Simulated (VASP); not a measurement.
Level of theory: r2SCAN meta-GGA, VASP's PBE PAW potentials (set 64) (plane waves; VASP).

A VASP calculation is set up with these files.

POSCAR:
```
AgCl
1
    0.0000000000     2.7750000000     2.7750000000
    2.7750000000     0.0000000000     2.7750000000
    2.7750000000     2.7750000000     0.0000000000
Ag Cl
1 1
Direct
  0.0000000000   0.0000000000   0.0000000000
  0.5000000000   0.5000000000   0.5000000000
```

KPOINTS:
```
Automatic mesh
0
G
 8 8 8
```

### INCAR
```
SYSTEM = AgCl
PREC = Accurate
ENCUT = 520
EDIFF = 1E-6
NELM = 100
ALGO = Normal
LREAL = .FALSE.
LASPH = .TRUE.
ISMEAR = 0
SIGMA = 0.05
METAGGA = R2SCAN
LMIXTAU = .TRUE.
LMAXMIX = 4
LWAVE = .FALSE.
LCHARG = .FALSE.
IBRION = 2
ISIF = 3
NSW = 60
EDIFFG = -0.01
```

POTCAR, in this order: Ag Cl (PBE.64 set). Program: vasp_std.

What VASP printed:

### OSZICAR
```
       N       E                     dE             d eps       ncg     rms          rms(c)
DAV:   1     0.791924720365E+02    0.79192E+02   -0.90505E+03   770   0.129E+03
DAV:   2    -0.292867004817E+02   -0.10848E+03   -0.10261E+03   889   0.261E+02
DAV:   3    -0.336777433698E+02   -0.43910E+01   -0.43776E+01   869   0.570E+01
DAV:   4    -0.337140696637E+02   -0.36326E-01   -0.36322E-01   859   0.571E+00
DAV:   5    -0.337146201478E+02   -0.55048E-03   -0.55048E-03   859   0.713E-01    0.669E+00
DAV:   6    -0.286175916727E+02    0.50970E+01   -0.45966E+00   754   0.258E+01    0.673E+00
DAV:   7    -0.286551426380E+02   -0.37551E-01   -0.22079E-01   774   0.624E+00    0.406E+00
DAV:   8    -0.285794124605E+02    0.75730E-01   -0.24244E-01   754   0.540E+00    0.120E+00
DAV:   9    -0.286402424423E+02   -0.60830E-01   -0.52074E-02   759   0.261E+00    0.458E-01
DAV:  10    -0.286424598648E+02   -0.22174E-02   -0.48091E-03   769   0.101E+00    0.228E-01
DAV:  11    -0.286427516346E+02   -0.29177E-03   -0.49556E-03   824   0.662E-01    0.127E-01
DAV:  12    -0.286429207877E+02   -0.16915E-03   -0.11358E-03   764   0.345E-01    0.592E-02
DAV:  13    -0.286430455916E+02   -0.12480E-03   -0.43718E-04   759   0.309E-01    0.515E-02
DAV:  14    -0.286431546420E+02   -0.10905E-03   -0.39847E-05   789   0.693E-02    0.361E-02
DAV:  15    -0.286431619750E+02   -0.73330E-05   -0.35495E-05   769   0.759E-02    0.867E-03
DAV:  16    -0.286431599982E+02    0.19769E-05   -0.54229E-06   754   0.274E-02    0.165E-03
DAV:  17    -0.286431604116E+02   -0.41347E-06   -0.22792E-07   377   0.549E-03
   1 F= -.28643160E+02 E0= -.28643160E+02  d E =-.286432E+02
       N       E                     dE             d eps       ncg     rms          rms(c)
DAV:   1    -0.286464077122E+02   -0.32477E-02   -0.61513E-02   754   0.280E+00    0.402E-01
DAV:   2    -0.286433492626E+02    0.30584E-02   -0.82639E-03   754   0.113E+00    0.121E-01
DAV:   3    -0.286432485385E+02    0.10072E-03   -0.53840E-04   764   0.239E-01    0.902E-02
DAV:   4    -0.286430860634E+02    0.16248E-03   -0.23947E-04   799   0.149E-01    0.222E-02
DAV:   5    -0.286432779968E+02   -0.19193E-03   -0.54858E-05   774   0.807E-02    0.154E-02
DAV:   6    -0.286432792911E+02   -0.12943E-05   -0.21311E-05   779   0.448E-02    0.105E-02
DAV:   7    -0.286432814045E+02   -0.21133E-05   -0.75485E-06   759   0.308E-02    0.467E-03
DAV:   8    -0.286432835388E+02   -0.21343E-05   -0.11498E-06   522   0.120E-02    0.369E-03
DAV:   9    -0.286432831007E+02    0.43807E-06   -0.32180E-07   377   0.584E-03
   2 F= -.28643283E+02 E0= -.28643283E+02  d E =-.122689E-03
```

File OUTCAR:
```
------------------------ aborting loop because EDIFF is reached ----------------------------------------
  FORCE on cell =-STRESS in cart. coord.  units (eV):
  Direction    XX          YY          ZZ          XY          YZ          ZX
  --------------------------------------------------------------------------------------
  Total        0.0011541      0.0011541      0.0011541      0.0000000     -0.0000000      0.0000000
  in kB        0.0434511      0.0434511      0.0434511      0.0000000     -0.0000000      0.0000000
  external PRESSURE =       0.0434511 kB  Pullay stress =       0.0000000 kB
  volume of cell :       42.55
      direct lattice vectors                 reciprocal lattice vectors
     0.000000000  2.770996805  2.770996805    -0.180440482  0.180440482  0.180440482
     2.770996805  0.000000000  2.770996805     0.180440482 -0.180440482  0.180440482
     2.770996805  2.770996805  0.000000000     0.180440482  0.180440482 -0.180440482
  FREE ENERGIE OF THE ION-ELECTRON SYSTEM (eV)
  ---------------------------------------------------
  free  energy   TOTEN  =       -28.6432831007 eV

  energy  without entropy=      -28.6432831007  energy(sigma->0) =      -28.64328310

 reached required accuracy - stopping structural energy minimisation
```
(Selected blocks of OUTCAR.)

File CONTCAR:
```
AgCl
   1.00000000000000
     0.0000000000000000    2.7709968050749012    2.7709968050749012
     2.7709968050749012    0.0000000000000000    2.7709968050749012
     2.7709968050749012    2.7709968050749012    0.0000000000000000
  Ag              Cl
     1     1
Direct
     1.0000000000000000    0.0000000000000000    1.0000000000000000
     0.5000000000000000    0.5000000000000000    0.5000000000000000
```

The compound is AgCl in the rock salt structure. This run relaxes it. Symmetry was kept, so distortions that lower it aren't found.
